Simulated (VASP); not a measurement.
Wanted: the native input for a VASP 6.6.1 run.

```
Task                      : relaxation of the atoms
Functional                : PBE
Potentials or basis       : VASP PAW PBE potentials, release 64 (Na_pv, Sc_sv)
Cutoff                    : 520 eV
k mesh                    : 9 × 9 × 5
Occupations               : methfessel-paxton, width 0.2 eV
Spin                      : no spin polarisation
Atoms held fixed (from 0) : [0]
Further INCAR settings    : ALGO = Fast; EDIFF = 1e-07; IBRION = 2; POTIM = 0.1; EDIFFG = -0.01; NSW = 60
```

The structure of Na2Sc lies in POSCAR:

```
Na2Sc
1.0
    3.3730850600      0.0000000000      0.0000000000
   -1.6865425300      2.9211773500      0.0000000000
    0.0000000000      0.0000000000      5.6300470300
Na Sc
2 1
Selective dynamics
Direct
    0.3333333300      0.6666666700      0.2500000000  F F F
    0.6666666700      0.3333333300      0.7500000000  T T T
    0.0000000000      0.0000000000      0.0000000000  T T T
```

The cell was built by a generator and needn't be a form met in nature.

These files were run (other wordings do the same):

INCAR

```
SYSTEM = Na2Sc
PREC     = Accurate       ! precision mode
ENCUT    = 520            ! plane-wave cutoff, eV
EDIFF    = 1E-7           ! SCF threshold, eV
ISMEAR   = 1              ! smearing method
SIGMA    = 0.2            ! smearing width, eV
LREAL    = .False.        ! projectors in reciprocal space
LASPH    = .True.         ! aspherical terms in the spheres
NELM     = 80             ! most SCF steps
ALGO     = Fast           ! electronic algorithm
ISIF     = 2              ! what is computed and relaxed
LWAVE    = .False.        ! write WAVECAR
LCHARG   = .False.        ! write CHGCAR
GGA      = PE             ! functional
IBRION   = 2              ! ionic algorithm
NSW      = 60             ! ionic steps
EDIFFG   = -0.01          ! ionic threshold
POTIM    = 0.1            ! step
```

KPOINTS

```
regular mesh
0
Gamma
  9 9 5
  0 0 0
```

Potentials or basis: VASP PAW PBE potentials, release 64 (Na_pv, Sc_sv).

Launch:

```bash
$ cat potpaw_PBE.64/Na_pv/POTCAR potpaw_PBE.64/Sc_sv/POTCAR > POTCAR
$ mpirun -np 1 vasp_std > vasp.out
```

Results of the run:

The energy gained by relaxing is 895.2 meV/atom and the ionic steps are 15. The pressure after relaxing is 21.0 GPa and the band gap on the k mesh is none (metal or under the smearing width).

Wall time 7.6 min on 1 thread of Intel(R) Xeon(R) Platinum 8488C (Sapphire Rapids) (shared host), peak memory 0.21 GiB.
